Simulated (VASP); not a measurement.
```
BaMg2P2
1.0
    4.37150     0.00000     0.00000
   -2.18575     3.78583     0.00000
    0.00000     0.00000     7.62070
Ba Mg P
1 2 2
Direct
  0.00000   0.00000   0.00000
  0.66667   0.33333   0.37762
  0.33333   0.66667   0.62238
  0.66667   0.33333   0.72104
  0.33333   0.66667   0.27896
```

All values below come from r2SCAN meta-GGA with spin-orbit coupling, VASP's PBE PAW potentials (set 64) (plane waves; VASP 6.6.1). Numerical set-up: 400 eV cut-off, 5×5×3 Γ-centred mesh, Gaussian smearing of 0.050 eV, potentials Ba_sv Mg P.

Task: Give the energies of bands 15 to 28 at the high-symmetry points, in eV from the valence-band maximum.

Result: 
```
band      Γ      M      K      A      L      H
----  -----  -----  -----  -----  -----  -----
15    -0.87  -2.68  -3.06  -1.55  -3.12  -2.83
16    -0.87  -2.68  -3.06  -1.55  -3.12  -2.83
17    -0.85  -1.41  -2.71  -0.53  -1.79  -2.24
18    -0.85  -1.41  -2.71  -0.53  -1.79  -2.24
19    -0.10  -1.23  -1.13  -0.51  -1.54  -1.76
20    -0.10  -1.23  -1.13  -0.51  -1.54  -1.76
21    -0.02  -1.17  -1.02  -0.51  -0.47  -1.26
22    -0.02  -1.17  -1.02  -0.51  -0.47  -1.26
23     0.00  -0.92  -0.98  -0.47  -0.37  -1.26
24     0.00  -0.92  -0.98  -0.47  -0.37  -1.26
25     2.29   1.40   3.77   2.62   1.64   3.06
26     2.29   1.40   3.77   2.62   1.64   3.06
27     3.16   4.03   3.78   3.54   2.78   3.10
28     3.16   4.03   3.78   3.54   2.78   3.10
```

The gap is indirect, 1.40 eV, from the valence maximum at Γ to the conduction minimum at M.

The structure comes from a computed database's BaMg2P2 entry (P-3m1); how it stands against other phases isn't given here. It was relaxed first.
